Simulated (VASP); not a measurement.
The system is C.

```
C
1.0
     2.47000    0.00000    0.00000
    -1.23500    2.13908    0.00000
     0.00000    0.00000    6.79000
C
4
Direct
  0.00000 0.00000 0.00000
  0.00000 0.00000 0.50000
  0.33333 0.66667 0.00500
  0.66667 0.33333 0.50500
```

This is a stacking variant of graphite.

```yaml
Program: VASP 6.6.1
Task: relaxation of cell and atoms
Functional: PBE
Dispersion: D3(BJ)
Potentials_or_basis: VASP PAW PBE potentials, release 64 (C)
Cutoff: 600 eV
k_mesh: 21 × 21 × 6
Occupations: gaussian, width 0.1 eV
Spin: no spin polarisation
```

At the start: pressure -1.9 GPa; volume 8.97 Å³/atom.

Q: How do energy, volume and symmetry change on relaxing?

A: Over 12 steps the energy falls by 5.3 meV/atom and the volume is 8.79 Å³/atom (-2.0 %); space group P6_3/mmc (No. 194, to 0.05 Å).

The path:
```
step  energy change (eV)  largest force (eV/Å)  pressure (GPa)  volume (Å³)
   1              0.0000                0.5671           -1.86        35.88
   2             -0.0069                0.3455            3.95        35.34
   3             -0.0193                0.0599            1.36        35.58
   4             -0.0168                0.1132           -2.91        35.88
   5             -0.0205                0.0022           -0.20        35.68
   6             -0.0206                0.0027           -0.18        35.64
   7             -0.0209                0.0040           -0.13        35.52
   8             -0.0213                0.0067           -0.02        35.28
   9             -0.0210                0.0119            0.23        34.80
  10             -0.0214                0.0082            0.05        35.14
  11             -0.0212                0.0282           -0.44        35.16
  12             -0.0214                0.0024           -0.03        35.14
```

Final structure:
```
C
1.0
     2.46527    0.00000    0.00000
    -1.23264    2.13499    0.00000
     0.00000    0.00000    6.67682
C
4
Direct
  0.00000 0.00000 0.00251
  0.00000 0.00000 0.50251
  0.33333 0.66667 0.00249
  0.66667 0.33333 0.50249
```
